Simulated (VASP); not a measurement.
VASP runs on Ta$_{2}$N (space group P4/nmm) share one base input (PBE GGA, plane waves, VASP's PBE PAW potentials (set 64)) and change the settings named in each case.

File POSCAR:
```
Ta2N
1
    4.1573560000     0.0000000000     0.0000000000
    0.0000000000     4.1573560000     0.0000000000
    0.0000000000     0.0000000000     6.3434860000
Ta N
4 2
Direct
  0.0000000000   0.0000000000   0.0000000000
  0.5000000000   0.5000000000   0.0000000000
  0.5000000000   0.0000000000   0.2700000000
  0.0000000000   0.5000000000   0.7300000000
  0.5000000000   0.0000000000   0.7000000000
  0.0000000000   0.5000000000   0.3000000000
```

INCAR:
```
SYSTEM = Ta2N
PREC = Accurate; ENCUT = 400; LREAL = F
LASPH = T
EDIFF = 1E-6; NELM = 100; ALGO = Normal
LMAXMIX = 6
ISMEAR = 0; SIGMA = 0.1
GGA = PE
ISIF = 2
LWAVE = F; LCHARG = F
```

### KPOINTS
```
K-points
0
Gamma
 5 5 3
0 0 0
```

POTCAR, in this order: Ta_pv N (PBE.64 set). Program: vasp_std.

```json
[
 {"change": "base run", "E(σ→0) (eV/atom)": "-9.1721", "pressure (GPa)": "-11.04", "largest force (eV/Å)": "5.300", "−TS (eV)": "-0.0249"},
 {"change": "GGA = PS", "E(σ→0) (eV/atom)": "-9.7090", "pressure (GPa)": "?", "largest force (eV/Å)": "?", "−TS (eV)": "-0.0258"},
 {"change": "GGA_COMPAT = .FALSE., LNONCOLLINEAR = .TRUE., LSORBIT = .TRUE., MAGMOM = 0.0 0.0 0.0 0.0 0.0 0.0 0.0 0.0 0.0 0.0 0.0 0.0 0.0 0.0 0.0 0.0 0.0 0.0, program vasp_ncl", "E(σ→0) (eV/atom)": "-9.6566", "pressure (GPa)": "-11.14", "largest force (eV/Å)": "5.244", "−TS (eV)": "-0.0258"},
 {"change": "KPOINTS 2×2×2 Γ-centred mesh", "E(σ→0) (eV/atom)": "-9.0991", "pressure (GPa)": "-10.08", "largest force (eV/Å)": "4.465", "−TS (eV)": "-0.0563"},
 {"change": "LDAU = .TRUE., LDAUJ = 0 0, LDAUL = 2 -1, LDAUTYPE = 2, LDAUU = 2.0 0", "E(σ→0) (eV/atom)": "-7.9827", "pressure (GPa)": "?", "largest force (eV/Å)": "?", "−TS (eV)": "?"}
]
```

Problem. What belongs in the gaps?

Solution. 
- GGA = PS, pressure (GPa): -16.12
- GGA = PS, largest force (eV/Å): 4.961
- LDAU = .TRUE., LDAUJ = 0 0, LDAUL = 2 -1, LDAUTYPE = 2, LDAUU = 2.0 0, pressure (GPa): -7.01
- LDAU = .TRUE., LDAUJ = 0 0, LDAUL = 2 -1, LDAUTYPE = 2, LDAUU = 2.0 0, largest force (eV/Å): 6.103
- LDAU = .TRUE., LDAUJ = 0 0, LDAUL = 2 -1, LDAUTYPE = 2, LDAUU = 2.0 0, −TS (eV): -0.0198

Energies of different potentials or functionals have different zeros.  Unless said otherwise, spin-orbit coupling is left out, though it shifts the bands of the heavy elements here. At 400 eV the pressure can carry a Pulay error.

Left out are runs that ran out of time, are held back, or changed the cell or the kind of run, fixed moments of cells without a moment, rows past the twelfth, gaps on odd meshes, pressures of charged cells and columns that move by less than the noise.

The structure was generated: Ta2N was put into an ordered model structure, which need not be its known phase. The cell was not relaxed at this level, forces remain on its atoms.
